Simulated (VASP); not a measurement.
```yaml
crystal:
  lattice:
    - [0.00000, 2.74489, 2.74489]
    - [2.74489, 0.00000, 2.74489]
    - [2.74489, 2.74489, 0.00000]
  atoms:
    - { symbol: Si, position: [0.00000, 0.00000, 0.00000] }
    - { symbol: Si, position: [0.25000, 0.25000, 0.25000] }
```

All values below come from revPBE GGA, VASP's PBE PAW potentials (set 64) (plane waves; VASP). Run with 520 eV cut-off, Gaussian smearing of 0.050 eV, potentials Si.

**Question.** Give the energies of bands 2 to 7 at the high-symmetry points, in eV from the valence-band maximum.

**Answer.** 
```tsv
band	Γ	X	U	L	W
2	0.00	-7.69	-7.12	-6.80	-7.54
3	0.00	-2.76	-4.13	-1.17	-3.70
4	0.00	-2.76	-2.35	-1.17	-3.70
5	2.56	0.82	1.29	1.48	4.30
6	2.56	0.82	4.13	3.36	4.30
7	2.56	9.87	7.34	3.36	4.92
```

The gap is indirect, 0.67 eV, from the valence maximum at Γ to the conduction minimum at Γ-X at 0.86.

Measured: gap 1.23 eV (computed value off by -0.56 eV), as given by Wei Chen et al., Physical Review Materials (2018), doi:10.1103/physrevmaterials.2.073803 [zero-point renormalisation of 0.06 eV added back (the table's ZPR column)].

The compound is Si in the diamond structure. It was relaxed first.
